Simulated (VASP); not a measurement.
Here is the system:

```
C
1.0
    1.25726    -2.17765     0.00000
    1.25726     2.17765     0.00000
    0.00000     0.00000     6.84204
C
4
Direct
  0.00000   0.00000   0.25000
  0.00000   0.00000   0.75000
  0.33333   0.66667   0.25000
  0.66667   0.33333   0.75000
```

All values below come from PBE GGA with D3 dispersion (Becke-Johnson damping), VASP's PBE PAW potentials (set 64) (plane waves; VASP). Numerical set-up: 520 eV cut-off, 10×10×4 Γ-centred mesh, Gaussian smearing of 0.050 eV, potentials C.

**Question.** The ions and cell shape at fixed volume are relaxed. Give the cell that the relaxation ends in.

**Answer.** 
```
C
1.0
    1.23441    -2.13806     0.00000
    1.23441     2.13806     0.00000
    0.00000     0.00000     7.09773
C
4
Direct
  0.00000   0.00000   0.25000
  0.00000   0.00000   0.75000
  0.33333   0.66667   0.25000
  0.66667   0.33333   0.75000
```
Space group P6_3/mmc (194), at a tolerance of 0.03 Å.

**Question.** How much energy does the relaxation gain?

**Answer.** The energy (σ→0) changes by -24.4 meV/atom, in 3 ionic steps.

| step | E(σ→0) (eV) | max force (eV/Å) | pressure (GPa) | volume (Å³) |
|---|---|---|---|---|
| 1 | -37.3726 | 0.000 | -15.17 | 37.47 |
| 2 | -37.4683 | 0.000 | 0.75 | 37.47 |
| 3 | -37.4702 | 0.000 | -1.27 | 37.47 |

The compound is C in the graphite structure. This cell is one point of a volume scan, at 1.06 of the reference volume. Symmetry was kept, so distortions that lower it aren't found.
